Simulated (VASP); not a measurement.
All values below come from PBE GGA, VASP's PBE PAW potentials (set 64) (plane waves; VASP).

VASP ran on this input.

File KPOINTS:
```
kpoints
0
gamma
  10 10 10
```

INCAR:
```
! general
SYSTEM  =  LiH
PREC    =  Normal
ENCUT   =  520   ! plane-wave cut-off (eV)
LREAL   =  F
LASPH   =  T   ! aspherical one-centre terms

! electronic loop
EDIFF   =  1E-6
NELM    =  100   ! most electronic steps
ALGO    =  Normal

! smearing
ISMEAR  =  0
SIGMA   =  0.05   ! width (eV)

! functional
GGA     =  PE   ! PBE

! ions
ISIF    =  2

! output
LWAVE   =  F
LCHARG  =  F
```

File POSCAR:
```
LiH
2.9426960
  0.0000000000   0.7071066804   0.7071066804
  0.7071066804   0.0000000000   0.7071066804
  0.7071066804   0.7071066804   0.0000000000
Li H
1 1
Cartesian
  0.0000000000   0.0000000000   0.0000000000
  0.7071066804   0.7071066804   0.7071066804
```

POTCAR, in this order: Li_sv H (PBE.64 set). Program: vasp_std.

Task: What does the run give for the energy per atom (σ→0), pressure, band gap (on the k-mesh)?

Result: 
```json
{
 "energy per atom (σ→0)": "-3.052 eV/atom",
 "band gap (on the k-mesh)": "3.05 eV",
 "pressure": "-3.59 GPa"
}
```

File OSZICAR:
```
...
DAV:   5    -0.634250300701E+01   -0.98855E-05   -0.98855E-05   720   0.590E-02    0.282E+00
DAV:   6    -0.616050040607E+01    0.18200E+00   -0.16591E-01   624   0.179E+00    0.140E+00
DAV:   7    -0.610284113755E+01    0.57659E-01   -0.21050E-01   732   0.226E+00    0.226E-01
DAV:   8    -0.610494543761E+01   -0.21043E-02   -0.55921E-03   666   0.630E-01    0.457E-02
DAV:   9    -0.610489934724E+01    0.46090E-04   -0.24873E-04   804   0.904E-02    0.103E-02
DAV:  10    -0.610489699063E+01    0.23566E-05   -0.70267E-06   666   0.251E-02    0.369E-03
DAV:  11    -0.610489647141E+01    0.51922E-06   -0.63763E-07   396   0.535E-03
   1 F= -.61048965E+01 E0= -.61048965E+01  d E =-.144789E-29
```

The compound is LiH in the rock salt structure. The cell was not relaxed at this level. The run is one of a series of settings (PREC = Normal against the base run), some of them coarse on purpose.
